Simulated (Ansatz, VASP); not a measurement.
# BePd3C in two plane-wave programs

Aim: how closely do two programs agree when they are given the same cell, functional and k mesh? The cell is generated by rule, not measured, and may not be a known phase. The cell is taken from a series of runs on this material, whose earlier steps may have relaxed, scaled, displaced or heated it; both programs get it as it stands.

Main program and level: Ansatz 0.2.0; plane waves, with VASP 6.6.1 beside it; relaxation of cell and atoms at PBEsol.

## (1) The starting structure

It takes space group Pm-3m (No. 221, cubic). The conventional cell has a = 4.013 Å, b = 4.013 Å, c = 4.013 Å, α = 90.00°, β = 90.00°, γ = 90.00°. Nearest to Be lie 12 Pd at 2.84 Å. Nearest to Pd lie 2 C at 2.01 Å and 4 Be at 2.84 Å and 8 Pd at 2.84 Å. C has 6 Pd at 2.01 Å nearest. Farther neighbours are not listed.

Coordinates:

```cif
data_structure
_symmetry_space_group_name_H-M 'Pm-3m'
_symmetry_Int_Tables_number 221
_cell_length_a 4.0134
_cell_length_b 4.0134
_cell_length_c 4.0134
_cell_angle_alpha 90.000
_cell_angle_beta 90.000
_cell_angle_gamma 90.000
_cell_volume 64.65
loop_
_atom_site_label
_atom_site_type_symbol
_atom_site_symmetry_multiplicity
_atom_site_Wyckoff_symbol
_atom_site_fract_x
_atom_site_fract_y
_atom_site_fract_z
_atom_site_occupancy
Be1 Be 1 a 0.00000 0.00000 0.00000 1
Pd1 Pd 3 c 0.00000 0.50000 0.50000 1
C1 C 1 b 0.50000 0.50000 0.50000 1
```

## (2) Ansatz: relaxation of cell and atoms, PBEsol, pair 1

Ansatz runs on its default PAW (the set named soft_2) files.

The relaxed volume is the usual yardstick between codes: in a stiff, nearly cubic crystal its relative difference is about their pressure difference at one cell divided by the bulk modulus.

File input.yaml:

```yaml
crystal:
  lattice:
    - [4.0134479918, 0.0, 0.0]
    - [0.0, 4.0134479918, 0.0]
    - [0.0, 0.0, 4.0134479918]
  atoms:
    - { symbol: Be, position: [0.0, 0.0, 0.0] }
    - { symbol: Pd, position: [0.0, 0.5, 0.5] }
    - { symbol: Pd, position: [0.5, 0.5, 0.0] }
    - { symbol: Pd, position: [0.5, 0.0, 0.5] }
    - { symbol: C, position: [0.5, 0.5, 0.5] }
kpoints:
  mp_grid: { grid: [10, 10, 10] }
hamiltonian:
  xc: pbesol
scf:
  occupations: { method: gaussian, width: 0.1 }
output:
  forces: true
  stress: true
  eigenvalues: true
  write_density: true
  write_potential: true
  elf: true
  volumetric_format: npy
relax:
  adjacent_minimum: "off"
  f_tol: 0.005
  max_steps: 80
  cell: { stress_tol: 0.05 }
```

Run with:

```bash
$ ansatz run input.yaml --threads 4 --pin off --max-ram 14336MiB --backend cpu --events-out ev --progress --plain --runs-dir out
```

Numbers of over 12 decimals in the logs are rounded to 6 here.

Output:

```text
Engine: ansatz 0.2.0, aarch64-unknown-linux-gnu
Pseudopotentials: kind: paw
Pseudopotential: Be, paw, valence charge 2, recommended cutoff 420 eV (normal), Be.paw.azcp
Pseudopotential: Pd, paw, valence charge 18, recommended cutoff 420 eV (normal), Pd.paw.azcp
Pseudopotential: C, paw, valence charge 4, recommended cutoff 420 eV (normal), C.paw.azcp
Functional definition: PBEsol
  exchange = pbesol_x
  correlation = pbesol_c
Crystal: 5 atoms, lattice volume = 64.648 Å³
Basis set: ecut = 420 eV, 1237 PW (Γ), exchange–correlation on 54×54×54 points (8 copies of the dense FFT grid, shifted against one another)
Bands: 36, of which v1, the nominal top of the filled ones, is band 30 counted from 1 (29 counted from 0)
Symmetry: 48 space group operations
Space group: Pm-3m (ITA 221), of the structure as read, at distance tolerance 4.0e-5 Å
k-points: 56 of 1000
Non-local potential: Be, projectors of the file, l = 0: 2, l = 1: 2, l = 2: 1
Non-local potential: Pd, projectors of the file, l = 0: 2, l = 1: 2, l = 2: 2, l = 3: 1
Non-local potential: C, projectors of the file, l = 0: 2, l = 1: 2, l = 2: 1
PAW form: soft (Blöchl's): semilocal exchange-correlation on the pseudo side does not see the compensation charge
PAW frozen core: Be, regenerated for the run's functional, and the local potential with it (the file was generated under x = pbe(κ = 0.804, μ = 0.219515), c = pbe(β = 0.066725))
PAW frozen core: Pd, regenerated for the run's functional, and the local potential with it (the file was generated under x = pbe(κ = 0.804, μ = 0.219515), c = pbe(β = 0.066725))
PAW frozen core: C, regenerated for the run's functional, and the local potential with it (the file was generated under x = pbe(κ = 0.804, μ = 0.219515), c = pbe(β = 0.066725))
PAW one-centre angular grid: Be, 110 points (default); XC on 64 Gauss nodes
PAW one-centre angular grid: Pd, 590 points (default); XC on 64 Gauss nodes
PAW one-centre angular grid: C, 110 points (default); XC on 64 Gauss nodes
Initial density: superposition of atomic densities (neutral atoms: chi_scale 0, normalization atom), corrected by the library's trained network
Initial wavefunctions: pseudopotential atomic-orbital guess
Functional: x = pbesol(κ = 0.804, μ = 0.123457), c = pbesol(β = 0.046)
SCF iter   1: F=—  HF=-21055.877944 eV  |F-HF|=—  |Δ(HF+E_count)|=         —  Δρ=7.85e-3  dr2=3.36e-2  ethr=1.77e-3  ⟨swp⟩=5.7  Hψ=8091  notcnv=0
preconditioner: auto → Kerker (q_TF=auto, 2.695 Å⁻¹)  [metal: Δε(μ)=0.027 eV  Ē_g=7.834 eV  σ=0.100 eV  W_gap=0.15  n_scr=18 (ndim 8)  ℏωp=27.7 eV  f_vac=0.000  D(μ)=3.44/eV (n_scr^D=26)]
SCF iter   2: F=—  HF=-21055.870038 eV  |F-HF|=—  |Δ(HF+E_count)|=   7.91e-3  Δρ=3.72e-3  dr2=7.91e-3  ethr=5.60e-5  ⟨swp⟩=2.0  Hψ=3479  notcnv=0
SCF iter   3: F=—  HF=-21055.867878 eV  |F-HF|=—  |Δ(HF+E_count)|=   2.16e-3  Δρ=6.76e-4  dr2=3.18e-4  ethr=1.32e-5  ⟨swp⟩=2.0  Hψ=2877  notcnv=0
SCF iter   4: F=—  HF=-21055.867828 eV  |F-HF|=—  |Δ(HF+E_count)|=   4.98e-5  Δρ=2.03e-4  dr2=4.20e-5  ethr=5.30e-7  ⟨swp⟩=2.0  Hψ=2727  notcnv=0
SCF iter   5: F=—  HF=-21055.867813 eV  |F-HF|=—  |Δ(HF+E_count)|=   1.50e-5  Δρ=4.22e-5  dr2=2.11e-6  ethr=6.99e-8  ⟨swp⟩=2.0  Hψ=2526  notcnv=0
SCF iter   6: F=-21055.867812 eV  HF=-21055.867812 eV  |F-HF|=8.47e-9  |Δ(HF+E_count)|=   6.65e-7  Δρ=8.47e-6  dr2=3.04e-8  ethr=1.67e-10  ⟨swp⟩=9.8  Hψ=13300  notcnv=0
SCF 1 converged in 6 iterations: F = -21055.867812 eV  dr2 = 3.04e-8
  greatest PAW one-centre occupation: 0.999 electrons in one spin orbital (limit 2), on the Pd atom at site 3 (counted from 0), in its partial waves of l = 0
relax step   1: F+E_penalty+E_count = -21055.86781228 eV  Δ(F+E_penalty+E_count) = +0.000e0 eV  max|allowed force component| = 2.459e-28 eV/Å  Δτ_max = 0.0000 Å  P = +0.306 GPa  Ω = 64.648 Å³  (6 SCF iters, dr2 threshold 1.00e-7 eV, accepted)
[...]
relax step   2: F+E_penalty+E_count = -21055.86781494 eV  Δ(F+E_penalty+E_count) = -2.663e-6 eV  max|allowed force component| = 1.278e-28 eV/Å  Δτ_max = 0.0000 Å  P = -0.030 GPa  Ω = 64.756 Å³  energy of the carried Pulay correction = -9.064e-5 eV  (6 SCF iters, dr2 threshold 2.33e-7 eV, accepted)
[...]
relax step   3: F+E_penalty+E_count = -21055.86793326 eV  Δ(F+E_penalty+E_count) = -1.183e-4 eV  max|allowed force component| = 1.640e-28 eV/Å  Δτ_max = 0.0000 Å  P = -0.030 GPa  Ω = 64.756 Å³  stress off target by 3.00e-2 GPa  SCF on the basis re-selected at this cell (its energy is not comparable with the rows above)  (9 SCF iters)
basis re-selected at this cell: Δ(F+E_penalty+E_count) = -1.183e-4 eV, ΔP = +0.000 GPa vs the last step (what re-selecting the basis moved, of the pressure what is left beyond the Pulay correction that the steps carried, after the strain that the cell walked since its last selection, with what the two solves' SCF thresholds leave and, on support functions, any second-order correction that the steps lacked; it is no m [...]
SCF converged after 9 iterations
Free energy (F): -21055.867933 eV
Harris-Foulkes:  -21055.867933 eV  (|F-HF|=7.28e-12)
Internal energy: -21055.850152 eV  (E = F + TS)
E sigma→0 (E₀):  -21055.859042 eV
Entropy (-TS):   -0.017782 eV (-3.556 meV/atom)
Fermi energy:    15.925023 eV
--- Per-component energies (eV) ---
  E_band       = -619.635319
  E_kinetic    = 1644.381237
  E_local      = -7184.061647  (includes V_loc(G=0)·N_el)
  E_nonlocal   = 687.911670
  E_hartree    = 2969.840767
  E_xc         = -569.309708
  E_vxc        = -712.427725  (∫ρ·V_xc dr)
  E_paw        = -11205.958582  (= ΣΔE_a)
  E_vpaw       = -995.120925  (= ΣTr[D̂ρ^β])
  E_aug_tail   = 0.000537  (compensation charges beyond the density's cutoff)
  E_ewald      = -7399.592630
  E_core_change = 0.938204  (= ΣΔE_core)
  E_smearing   = -0.017782  (= −TS)
  E_closure    = -0.000000  (closes the sum)
  Σ components = -21055.867933   (vs F -21055.867933, Δ=0.00e0)
--- Forces (eV/Å), atoms counted from 1 ---
  atom   1  Be    -0.00000000     0.00000000     0.00000000
  atom   2  Pd     0.00000000    -0.00000000     0.00000000
  atom   3  Pd    -0.00000000    -0.00000000     0.00000000
  atom   4  Pd    -0.00000000     0.00000000    -0.00000000
  atom   5  C     -0.00000000     0.00000000     0.00000000
  max |Σ_I F_I| component: 1.90e-28 eV/Å
--- Stress (GPa, compression-positive) ---
       -0.029963       0.000000       0.000000
        0.000000      -0.029963       0.000000
        0.000000       0.000000      -0.029963
  P = ⅓ Tr σ = -0.0300 GPa (-0.300 kbar)
--- Band table (eV; the first three rows and the last of 56) ---
  k-point 0: bands = [... 26 lower, 13.4153, 14.8185, 14.8185, 14.8185, 14.9247, 18.3456, 18.3456, 18.3456, ... 2 higher]
  k-point 1: bands = [... 26 lower, 13.7337, 14.8186, 14.8617, 14.9542, 14.9542, 18.2540, 18.4782, 18.4782, ... 2 higher]
  k-point 2: bands = [... 26 lower, 13.8801, 14.6792, 14.8190, 15.2887, 15.2887, 18.2934, 18.8453, 18.8453, ... 2 higher]
  k-point 55: bands = [... 26 lower, 14.6787, 14.6787, 14.7161, 14.7161, 14.7161, 18.1916, 18.1916, 18.1916, ... 2 higher]
--- Relaxed structure (2 steps of the walk, 2 accepted, 1 SCFs on fresh bases) ---
  F+E_penalty+E_count = -21055.86793326 eV   max|allowed force component| = 1.640e-28 eV/Å   (the final SCF, on the basis selected at the relaxed cell)
  cell:  # Å, volume = 64.7565 Å³
    - [4.015698, 0.0, 0]
    - [0, 4.015698, 0]
    - [0, 0, 4.015698]
  atoms:
    - { symbol: Be, position: [0, 0, 0] }
    - { symbol: Pd, position: [0, 0.500000, 0.500000] }
    - { symbol: Pd, position: [0.500000, 0.500000, 0] }
    - { symbol: Pd, position: [0.500000, 0, 0.500000] }
    - { symbol: C, position: [0.500000, 0.500000, 0.500000] }
```

(Part 1 of 3 ends here.)

[Lines on the potential files, build, host, timing and source positions are cut from VASP's logs without a mark.]

[Logs are printed without paths, hosts, clocks, repeated set-up lines and the standing remarks that a program may print on its own settings, such as how far it seeks lower states.]

[Hosts, paths, dates, database ids (printed as entryN), source tags and the programs' standing remarks are cut or masked in the printed files.]
